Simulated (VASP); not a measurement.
Calculation: vdW-DF-cx, VASP's PBE PAW potentials (set 64) (plane waves; VASP).

The input files of a VASP run:

**KPOINTS**
```
Automatic mesh
0
Gamma
7 7 11
```

**INCAR**
```
! general
SYSTEM    =  MnO2
PREC      =  Accurate
ENCUT     =  520
LREAL     =  .FALSE.
LASPH     =  .TRUE.

! electronic loop
EDIFF     =  1E-7
NELM      =  100
ALGO      =  Normal
LMAXMIX   =  4

! smearing
ISMEAR    =  1
SIGMA     =  0.1

! functional
GGA       =  CX
LUSE_VDW  =  .TRUE.
AGGAC     =  0.0

! spin
ISPIN     =  2
MAGMOM    =  2.4 -2.4 -0.0 0.0 0.0 -0.0

! ions
IBRION    =  2
NSW       =  30
ISIF      =  4
EDIFFG    =  -0.01

! output
LWAVE     =  .FALSE.
LCHARG    =  .FALSE.
LORBIT    =  10
```

**POSCAR**
```
MnO2
1
    4.4663518084     0.0000000000     0.0000000000
    0.0000000000     4.4663518084     0.0000000000
    0.0000000000     0.0000000000     2.8993740802
Mn O
2 4
Direct
  0.0000000000   0.0000000000   0.0000000000
  0.5000000000   0.5000000000   0.5000000000
  0.3032167618   0.3032167618   0.0000000000
  0.8032167618   0.1967832382   0.5000000000
  0.1967832382   0.8032167618   0.5000000000
  0.6967832382   0.6967832382   0.0000000000
```

POTCAR, in this order: Mn_pv O (PBE.64 set). Program: vasp_std.

What VASP printed:

File OSZICAR:
```
       N       E                     dE             d eps       ncg     rms          rms(c)
DAV:   1     0.656581365105E+03    0.65658E+03   -0.28745E+04  7368   0.200E+03
DAV:   2     0.312511927158E+02   -0.62533E+03   -0.58957E+03  7838   0.563E+02
DAV:   3    -0.485726259164E+02   -0.79824E+02   -0.77742E+02  9018   0.190E+02
DAV:   4    -0.517467766736E+02   -0.31742E+01   -0.28861E+01  8470   0.330E+01
DAV:   5    -0.518056228500E+02   -0.58846E-01   -0.58778E-01  7496   0.522E+00    0.416E+01
DAV:   6    -0.501446773766E+02    0.16609E+01   -0.17969E+02  8970   0.120E+02    0.604E+01
DAV:   7    -0.382842618811E+02    0.11860E+02   -0.14569E+02  9472   0.125E+02    0.193E+01
DAV:   8    -0.362139822585E+02    0.20703E+01   -0.96086E+00  7614   0.291E+01    0.785E+00
DAV:   9    -0.358145491879E+02    0.39943E+00   -0.19805E+00  9678   0.142E+01    0.293E+00
DAV:  10    -0.358311492364E+02   -0.16600E-01   -0.19959E-01  7554   0.382E+00    0.162E+00
DAV:  11    -0.358234540898E+02    0.76951E-02   -0.31432E-02  7448   0.224E+00    0.394E-01
DAV:  12    -0.358243454437E+02   -0.89135E-03   -0.33719E-03  8226   0.499E-01    0.244E-01
DAV:  13    -0.358241446596E+02    0.20078E-03   -0.30348E-04  8688   0.238E-01    0.112E-01
DAV:  14    -0.358241072916E+02    0.37368E-04   -0.11739E-04  8722   0.146E-01    0.345E-02
DAV:  15    -0.358241054012E+02    0.18904E-05   -0.73021E-05  8012   0.110E-01    0.184E-02
DAV:  16    -0.358241037838E+02    0.16174E-05   -0.10548E-05  7370   0.385E-02    0.988E-03
DAV:  17    -0.358241036769E+02    0.10695E-06   -0.17167E-06  9694   0.156E-02    0.169E-03
DAV:  18    -0.358241037217E+02   -0.44845E-07   -0.33602E-07  6048   0.417E-03
   1 F= -.35824104E+02 E0= -.35824242E+02  d E =-.358241E+02  mag=     0.0000
       N       E                     dE             d eps       ncg     rms          rms(c)
DAV:   1    -0.358376980174E+02   -0.13594E-01   -0.47061E+00  7200   0.151E+01    0.118E+00
DAV:   2    -0.358385741152E+02   -0.87610E-03   -0.15327E-01  8264   0.339E+00    0.867E-01
DAV:   3    -0.358348226042E+02    0.37515E-02   -0.19958E-02 10122   0.192E+00    0.567E-01
DAV:   4    -0.358317195214E+02    0.31031E-02   -0.93651E-03  9296   0.109E+00    0.222E-01
DAV:   5    -0.358316720646E+02    0.47457E-04   -0.17531E-03  7850   0.392E-01    0.960E-02
DAV:   6    -0.358316714103E+02    0.65435E-06   -0.87361E-05  7938   0.746E-02    0.529E-02
DAV:   7    -0.358316644223E+02    0.69880E-05   -0.20125E-05  8762   0.420E-02    0.188E-02
DAV:   8    -0.358316652684E+02   -0.84608E-06   -0.60328E-06  8420   0.244E-02    0.602E-03
DAV:   9    -0.358316653873E+02   -0.11896E-06   -0.46768E-07  7142   0.694E-03    0.295E-03
DAV:  10    -0.358316652829E+02    0.10446E-06   -0.11643E-07  3606   0.353E-03    0.713E-04
DAV:  11    -0.358316653418E+02   -0.58932E-07   -0.28681E-08  3618   0.134E-03
   2 F= -.35831665E+02 E0= -.35831793E+02  d E =-.756162E-02  mag=     0.0000
       N       E                     dE             d eps       ncg     rms          rms(c)
DAV:   1    -0.358320946008E+02   -0.42932E-03   -0.11672E-01  7200   0.238E+00    0.186E-01
DAV:   2    -0.358320913334E+02    0.32674E-05   -0.36806E-03  8240   0.518E-01    0.132E-01
DAV:   3    -0.358320164306E+02    0.74903E-04   -0.46135E-04 10174   0.289E-01    0.893E-02
DAV:   4    -0.358319391029E+02    0.77328E-04   -0.24107E-04  9636   0.178E-01    0.374E-02
DAV:   5    -0.358319383392E+02    0.76373E-06   -0.45846E-05  7910   0.694E-02    0.147E-02
DAV:   6    -0.358319380867E+02    0.25253E-06   -0.26327E-06  7692   0.137E-02    0.836E-03
DAV:   7    -0.358319382150E+02   -0.12828E-06   -0.46299E-07  7948   0.599E-03    0.306E-03
DAV:   8    -0.358319380960E+02    0.11900E-06   -0.12611E-07  3600   0.360E-03    0.953E-04
DAV:   9    -0.358319380737E+02    0.22223E-07   -0.26855E-08  3600   0.167E-03
   3 F= -.35831938E+02 E0= -.35832070E+02  d E =-.783435E-02  mag=     0.0000
```

**OUTCAR**
```
------------------------ aborting loop because EDIFF is reached ----------------------------------------
  FORCE on cell =-STRESS in cart. coord.  units (eV):
  Direction    XX          YY          ZZ          XY          YZ          ZX
  --------------------------------------------------------------------------------------
  Total       -4.4371063     -4.4371063     -4.4757691      0.0000000      0.0000000      0.0000000
  in kB     -122.9137048   -122.9137048   -123.9847140      0.0000000      0.0000000      0.0000000
  external PRESSURE =    -123.2707079 kB  Pullay stress =       0.0000000 kB
  volume of cell :       57.84
      direct lattice vectors                 reciprocal lattice vectors
     4.476173038 -0.000000000  0.000000000     0.223405126 -0.000000000  0.000000000
     0.000000000  4.476173038  0.000000000     0.000000000  0.223405126  0.000000000
     0.000000000  0.000000000  2.886664929     0.000000000  0.000000000  0.346420532
 POSITION                                       TOTAL-FORCE (eV/Angst)
 -----------------------------------------------------------------------------------
      0.00000      0.00000      0.00000         0.000000      0.000000      0.000000
      2.23809      2.23809      1.44333        -0.000000      0.000000      0.000000
      1.36486      1.36486      0.00000        -0.002747     -0.002747     -0.000000
      3.60295      0.87322      1.44333        -0.002747      0.002747      0.000000
      0.87322      3.60295      1.44333         0.002747     -0.002747     -0.000000
      3.11131      3.11131      0.00000         0.002747      0.002747      0.000000
 -----------------------------------------------------------------------------------
    total drift:                                0.000000      0.000000      0.000000
  FREE ENERGIE OF THE ION-ELECTRON SYSTEM (eV)
  ---------------------------------------------------
  free  energy   TOTEN  =       -35.8319380737 eV

  energy  without entropy=      -35.8323328997  energy(sigma->0) =      -35.83206968

 total charge

# of ion       s       p       d       tot
------------------------------------------
    1        0.337   6.435   4.888  11.660
    2        0.337   6.435   4.888  11.660
    3        1.562   3.423   0.000   4.986
    4        1.562   3.423   0.000   4.986
    5        1.562   3.423   0.000   4.986
    6        1.562   3.423   0.000   4.986
--------------------------------------------------
tot          6.923  26.564   9.776  43.263

 magnetization (x)

# of ion       s       p       d       tot
------------------------------------------
    1        0.011   0.020   2.488   2.519
    2       -0.011  -0.020  -2.488  -2.519
    3       -0.001  -0.051   0.000  -0.052
    4        0.001   0.051   0.000   0.052
    5        0.001   0.051   0.000   0.052
    6       -0.001  -0.051   0.000  -0.052
--------------------------------------------------
tot          0.000   0.000   0.000   0.000

 reached required accuracy - stopping structural energy minimisation
```
(Selected blocks of OUTCAR.)

CONTCAR:
```
MnO2
   1.00000000000000
     4.4761730384809111   -0.0000000000000000    0.0000000000000000
     0.0000000000000000    4.4761730384809111    0.0000000000000000
     0.0000000000000000    0.0000000000000000    2.8866649286362760
  Mn              O
     2     4
Direct
     0.0000000000000000    0.0000000000000000    0.0000000000000000
     0.5000000000000000    0.5000000000000000    0.5000000000000000
     0.3049174461095493    0.3049174461095493    0.0000000000000000
     0.8049174461095493    0.1950825538904507    0.5000000000000000
     0.1950825538904507    0.8049174461095493    0.5000000000000000
     0.6950825538904507    0.6950825538904507    0.0000000000000000
```

The compound is MnO2 in the rutile structure. This cell is one point of a volume scan, at 1.06 of the reference volume. Symmetry was kept, so distortions that lower it aren't found.
